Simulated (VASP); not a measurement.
Consider the following.

```yaml
crystal:
  lattice:
    - [3.53358, 0.00000, 0.00000]
    - [0.00000, 3.53358, 0.00000]
    - [0.00000, 0.00000, 3.53358]
  atoms:
    - { symbol: Si, position: [0.00000, 0.00000, 0.00000] }
    - { symbol: Ni, position: [0.00000, 0.50000, 0.50000] }
    - { symbol: Ni, position: [0.50000, 0.00000, 0.50000] }
    - { symbol: Ni, position: [0.50000, 0.50000, 0.00000] }
```

Computed with RPBE GGA, VASP's PBE PAW potentials (set 64) (plane waves; VASP 6.6.1). Numerical set-up: 520 eV cut-off, Gaussian smearing of 0.050 eV, potentials Si Ni.

**Question.** Predict the band gap (along the path) with the smallest direct gap where there is one.

**Answer.** 
```
Item                                                         Result
-------------------------  ----------------------------------------
band gap (along the path)  none (metal, semimetal or under 0.01 eV)
```

Only differences to runs with the same potentials and settings are physical.

The compound is Ni3Si in the L1_2 structure. It was relaxed first. The run is not spin-polarised, so no magnetic state was tried.
